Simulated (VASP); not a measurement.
# Fitting the PBE energy curve of KAl

The structure is cubic, space group Pm-3m (No. 221). Conventional cell: a = 4.127 Å, b = 4.127 Å, c = 4.127 Å, α = 90.00°, β = 90.00°, γ = 90.00°. K (site symmetry m-3m) has 8 Al at 3.57 Å as nearest neighbours. Al (site symmetry m-3m) has 8 K at 3.57 Å as nearest neighbours.

The cell comes from a database or a generator and needn't be the stable form of this composition.

The cell was scaled at fixed shape and fractions and run with VASP, PBE PAW files Al, K_sv, 520 eV; PBE, k mesh 7 × 7 × 7 on the cell of 2 atoms, fermi-dirac occupations of 0.05 eV, no spin polarisation, no spin-orbit coupling. Energies are those that the program minimises, any entropy of the smearing included. For a metal such a mesh isn't converged to the digits shown.

```tsv
V (Å³/atom)	energy over the lowest row (meV/atom)
33.0349	6.138
33.7378	?
34.4406	0.672
35.1435	0.000
35.8464	0.509
36.5492	2.073
37.2521	4.585
```

Task: Fit the third-order Birch-Murnaghan form, give V0, B0 and B′, and predict the energy left open.

Result: With y = (V0/V)^(2/3), E = E0 + (9 V0 B0/16) [(y - 1)³ B′ + (y - 1)² (6 - 4y)]. Least squares through the rows shown give V0 = 35.1793 Å³/atom, E0 = -0.002 meV, B0 = 13.39 GPa (1 eV/Å³ = 160.218 GPa) and B′ = 4.59, with a largest miss of 0.001 meV. At V = 33.7378 the form with these constants gives 2.666 meV; the run gave 2.670 meV an atom.
